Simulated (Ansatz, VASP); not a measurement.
# Cross-check of MgO between VASP and Ansatz, part 2 of 2

Aim: how closely do two programs agree when they are given the same cell, functional and k mesh?  Valence electrons are named where the data sets of a main pair hold unlike numbers.

VASP 6.6.1 and Ansatz 0.2.0.

So far. Step 4 (Side by side): Among the levels compared at these points, filled levels agree within 32 meV and empty ones within 84 meV.

### Step 5. VASP: band structure, PBE-EpsX with an exact-exchange share of 0.32

Level of this step: PBE-EpsX, exact-exchange share 1/3.129; plane waves and PAW (Mg, O) (VASP).

The same path points are solved in both programs, so levels can be compared one by one.

The run reads the wave functions of an earlier VASP run, which isn't shown here.

INCAR

```
SYSTEM = MgO
PREC = Accurate
ENCUT = 520
EDIFF = 1E-06
NELM = 100
ISMEAR = 0
SIGMA = 0.02
LREAL = .FALSE.
ALGO = Normal
LHFCALC = .TRUE.
AEXX = 0.32
GGA = PE
LASPH = .TRUE.
NBANDS = 10
PRECFOCK = Fast
HFRCUT = -1
LORBIT = 11
LWAVE = .FALSE.
LCHARG = .FALSE.
KPAR = 4
```

POSCAR

```
MgO
1.0
    0.0000000000      2.1060700000      2.1060700000
    2.1060700000      0.0000000000      2.1060700000
    2.1060700000      2.1060700000      0.0000000000
Mg O
1 1
Direct
    0.0000000000      0.0000000000      0.0000000000
    0.5000000000      0.5000000000      0.5000000000
```

KPOINTS

```
Automatic mesh
0
Gamma
6 6 6
0 0 0
```

KPOINTS_OPT

```
Line mode
6
Line-mode
Reciprocal
  0.00000000   0.00000000   0.00000000 GAMMA
  0.50000000   0.00000000   0.50000000 X

  0.50000000   0.00000000   0.50000000 X
  0.50000000   0.25000000   0.75000000 W

  0.50000000   0.25000000   0.75000000 W
  0.37500000   0.37500000   0.75000000 K

  0.37500000   0.37500000   0.75000000 K
  0.00000000   0.00000000   0.00000000 GAMMA

  0.00000000   0.00000000   0.00000000 GAMMA
  0.50000000   0.50000000   0.50000000 L

  0.50000000   0.50000000   0.50000000 L
  0.62500000   0.25000000   0.62500000 U

  0.62500000   0.25000000   0.62500000 U
  0.50000000   0.25000000   0.75000000 W

  0.50000000   0.25000000   0.75000000 W
  0.50000000   0.50000000   0.50000000 L

  0.50000000   0.50000000   0.50000000 L
  0.37500000   0.37500000   0.75000000 K

  0.62500000   0.25000000   0.62500000 U
  0.50000000   0.00000000   0.50000000 X
```

PAW data sets: Mg and O (PBE family, release 64).

Run with:

```
mpirun -np 4 vasp_std
```

Numbers of over 12 decimals in the logs are rounded to 6 here.

The log of the run:

```text
[... set-up lines as in an earlier step ...]
 entering main loop
       N       E                     dE             d eps       ncg     rms          rms(c)
DAV:   1    -0.155971745134E+02   -0.15597E+02   -0.51746E-01   320   0.511E+00    0.344E-01
DAV:   2    -0.156019199010E+02   -0.47454E-02   -0.74573E-03   336   0.644E-01    0.251E-01
DAV:   3    -0.156010141848E+02    0.90572E-03   -0.93122E-04   336   0.202E-01    0.162E-01
DAV:   4    -0.156007623543E+02    0.25183E-03   -0.22734E-04   328   0.101E-01    0.103E-01
[...]
DAV:   8    -0.156006192957E+02    0.36044E-05   -0.15478E-06   296   0.130E-02    0.110E-02
DAV:   9    -0.156006181194E+02    0.11763E-05   -0.63080E-07   160   0.798E-03    0.664E-03
DAV:  10    -0.156006177334E+02    0.38603E-06   -0.21945E-07   160   0.548E-03
   1 F= -.15600618E+02 E0= -.15600618E+02  d E =-.160883E-13
 Start KPOINTS_OPT (optional k-point list driver)
k-point batch [1-16\60]
       N       E                     dE             ncg
DAV:   1    -0.158872835081E+03   -0.53874E+04      376
DAV:   2    -0.633925318333E+03   -0.47505E+03      356
DAV:   3    -0.647409912768E+03   -0.13485E+02      368
DAV:   4    -0.647525654211E+03   -0.11574E+00      362
DAV:   5    -0.647525935253E+03   -0.28104E-03      364
DAV:   6    -0.647525936464E+03   -0.12105E-05      382
DAV:   7    -0.647525936470E+03   -0.58355E-08      294
[...]
k-point batch [49-60\60]
       N       E                     dE             ncg
DAV:   1     0.118778894174E+04   -0.45777E+04      296
DAV:   2     0.867860733280E+03   -0.31993E+03      262
DAV:   3     0.859315868433E+03   -0.85449E+01      280
DAV:   4     0.859245975715E+03   -0.69893E-01      278
DAV:   5     0.859245798709E+03   -0.17701E-03      296
DAV:   6     0.859245798037E+03   -0.67265E-06      278
```

From OUTCAR (step 5):

```text
 POSITION                                       TOTAL-FORCE (eV/Angst)
 -----------------------------------------------------------------------------------
      0.00000      0.00000      0.00000        -0.000000      0.000000     -0.000000
      2.10607      2.10607      2.10607         0.000000     -0.000000      0.000000
 -----------------------------------------------------------------------------------
    total drift:                               -0.000000     -0.000000     -0.000000

  FREE ENERGIE OF THE ION-ELECTRON SYSTEM (eV)
  ---------------------------------------------------
  free  energy   TOTEN  =       -15.6006177334 eV

  energy  without entropy=      -15.6006177334  energy(sigma->0) =      -15.60061773

[... 2 parts as in an earlier step ...]

[... 1 further part left out ...]
[key lines of the parts left out:]
E-fermi :   1.1727
```

### Step 6. Ansatz: band structure, PBE-EpsX with an exact-exchange share of 0.32

The same cell, functional, mesh and smearing now go to Ansatz, which takes its cutoff from its data sets.

input.yaml

```yaml
crystal:
  lattice:
    - [0.0, 2.10607, 2.10607]
    - [2.10607, 0.0, 2.10607]
    - [2.10607, 2.10607, 0.0]
  atoms:
    - { symbol: Mg, position: [0.0, 0.0, 0.0] }
    - { symbol: O, position: [0.5, 0.5, 0.5] }
hamiltonian:
  xc: { exchange: pbe, correlation: pbe, exx: { coeff: 0.32 } }
  pseudopotentials: { kind: paw }
kpoints:
  mp_grid: { grid: [6, 6, 6] }
  band_path:
    path:
      - [0.0, 0.0, 0.0]
      - [0.5, 0.0, 0.5]
      - [0.5, 0.2, 0.7]
      - [0.4, 0.35, 0.75]
      - [0.15, 0.15, 0.3]
      - [0.2, 0.2, 0.2]
      - [0.55, 0.4, 0.55]
      - [0.6, 0.25, 0.65]
      - [0.5, 0.25, 0.75]
      - [0.5, 0.5, 0.5]
      - [0.375, 0.375, 0.75]
      - [0.5, 0.0, 0.5]
    npoints: 1
scf:
  occupations: { method: gaussian, width: 0.02 }
  n_extra_bands: 7
output:
  forces: true
  stress: true
  eigenvalues: true
  write_density: true
  write_potential: true
  elf: true
  volumetric_format: npy
```

Run with:

```
ansatz run input.yaml --threads 4 --pin off --max-ram 9216MiB --backend cpu --events-out ev --progress --plain --runs-dir out
```

The log of the run:

```text
[...]
Crystal: 2 atoms, lattice volume = 18.683 Å³
Basis set: ecut = 420 eV, 339 PW (Γ), exchange–correlation on 40×40×40 points (8 copies of the dense FFT grid, shifted against one another)
Bands: 15, of which v1, the nominal top of the filled ones, is band 8 counted from 1 (7 counted from 0)
Symmetry: 48 space group operations
[...]
k-points: 16 of 216
[...]
--- Band table (eV; the first three rows and the last of 16) ---
  k-point 0: bands = [... 4 lower, -13.2580, 6.0170, 6.0170, 6.0170, 13.9560, 25.3622, 25.3622, 25.3622, ... 3 higher]
  k-point 1: bands = [... 4 lower, -12.9466, 4.4285, 5.8203, 5.8203, 15.4445, 22.9691, 25.9840, 25.9840, ... 3 higher]
  k-point 2: bands = [... 4 lower, -12.2510, 2.0357, 5.4539, 5.4539, 17.0213, 22.0381, 26.2593, 26.2593, ... 3 higher]
  k-point 15: bands = [... 4 lower, -11.5670, 2.1287, 3.5632, 4.1831, 19.9569, 21.0590, 22.2588, 26.4198, ... 3 higher]
[key lines of the parts left out:]
Free energy (F): -2494.746718 eV
Fermi energy:    9.986475 eV
P = ⅓ Tr σ = -2.7416 GPa (-27.416 kbar)
```

Elapsed: 8.8 s, on 4 threads of Arm Neoverse V1, shared host; peak memory 0.55 GiB.

### Step 7. Comparison

What differs besides the data sets and the points named for the pairs above, as far as they apply: the data sets hold 16 valence electrons in Ansatz (on its default PAW (the set named soft_2) files) and 8 in VASP. Total energies have different zeros and are not compared.

The two programs side by side:

```
                     quantity  Ansatz   VASP  difference
gap over the path points (eV)   7.939  7.891      +0.048
```

Levels at points of the path, from each program's valence-band top (eV; 3 filled, then empty):

```
k (reciprocal lattice)                         Ansatz                           VASP
     0.000 0.000 0.000      0.00 0.00 0.00 7.94 19.34      0.00 0.00 0.00 7.89 19.31
     0.500 0.000 0.500  -4.46 -1.50 -1.50 12.33 13.48  -4.50 -1.51 -1.51 12.32 13.38
     0.500 0.200 0.700  -3.65 -2.77 -1.90 14.47 15.51  -3.67 -2.79 -1.91 14.45 15.41
     0.400 0.350 0.750  -3.79 -2.95 -1.34 13.57 15.48  -3.82 -2.96 -1.35 13.54 15.39
     0.150 0.150 0.300  -2.50 -0.83 -0.29 10.68 15.90  -2.51 -0.84 -0.29 10.63 15.88
     0.200 0.200 0.200   -2.10 -0.27 -0.27 9.86 16.53   -2.10 -0.27 -0.27 9.82 16.52
     0.550 0.400 0.550  -4.70 -1.54 -0.88 12.21 16.26  -4.71 -1.54 -0.88 12.18 16.23
     0.600 0.250 0.650  -3.79 -2.95 -1.34 13.57 15.48  -3.82 -2.96 -1.35 13.54 15.39
     0.500 0.250 0.750  -3.23 -3.23 -1.94 15.23 15.23  -3.25 -3.25 -1.95 15.21 15.21
     0.500 0.500 0.500  -5.03 -0.73 -0.73 11.18 16.54  -5.05 -0.73 -0.73 11.14 16.50
```

Among the levels compared at these points, filled levels agree within 32 meV and empty ones within 104 meV.

### Step 8. Summary of results

```
largest difference of a filled level at the path points (band structure, PBE0)                                          : 32 meV
largest difference of a filled level at the path points (band structure, PBE-EpsX with an exact-exchange share of 0.32) : 32 meV
difference in gap over the path points (band structure, PBE-EpsX with an exact-exchange share of 0.32)                  : 0.048 eV
```

In words: The difference in gap over the path points is 0.048 eV (band structure, PBE-EpsX with an exact-exchange share of 0.32), within the 0.08 eV picked in this series as the mark of a large difference. The data sets hold unlike numbers of valence electrons (16 in Ansatz and 8 in VASP), so part of the differences comes from the potentials. Such differences can come from data sets, numerical settings and the points named under the comparisons, not from the functional's error against experiment.

[Lines on the potential files, build, host, timing and source positions are cut from VASP's logs without a mark.]

[Logs are printed without paths, hosts, clocks, repeated set-up lines and the standing remarks that a program may print on its own settings, such as how far it seeks lower states.]

[Hosts, paths, dates, database ids (printed as entryN), source tags and the programs' standing remarks are cut or masked in the printed files.]
